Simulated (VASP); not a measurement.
Given:

```
CELL_PARAMETERS angstrom
      0.00000     3.10612     3.10612
      3.10612     0.00000     3.10612
      3.10612     3.10612     0.00000
ATOMIC_POSITIONS crystal
  Ga 0.00000 0.00000 0.00000
  Sb 0.25000 0.25000 0.25000
```

Level of theory: PBE GGA with spin-orbit coupling, VASP's PBE PAW potentials (set 64) (plane waves; VASP). Numerical set-up: 400 eV cut-off, 9×9×9 Γ-centred mesh, Gaussian smearing of 0.050 eV, potentials Ga_d Sb.

Question: Give the energies of bands 13 to 25 at the high-symmetry points, in eV from the Fermi level.

Answer: 
```tsv
band	Γ	X	U	L	W
13	-0.68	-6.83	-6.71	-6.37	-6.77
14	-0.68	-6.83	-6.62	-6.37	-6.66
15	-0.50	-2.77	-3.72	-1.51	-3.55
16	-0.50	-2.77	-3.52	-1.51	-3.24
17	0.00	-2.52	-2.29	-1.12	-3.13
18	0.00	-2.52	-2.26	-1.12	-3.12
19	0.00	0.73	1.20	0.10	3.08
20	0.00	0.73	1.23	0.10	3.46
21	2.43	1.12	3.52	3.47	4.03
22	2.43	1.12	3.65	3.47	4.08
23	2.63	8.02	6.08	3.58	4.12
24	2.63	8.02	6.23	3.58	4.13
25	2.63	8.24	6.41	6.27	4.52
```

It has no gap at this level: it comes out as a metal or semimetal.

The compound is GaSb in the zinc blende structure. It was relaxed first, which changed the volume by +6 %.
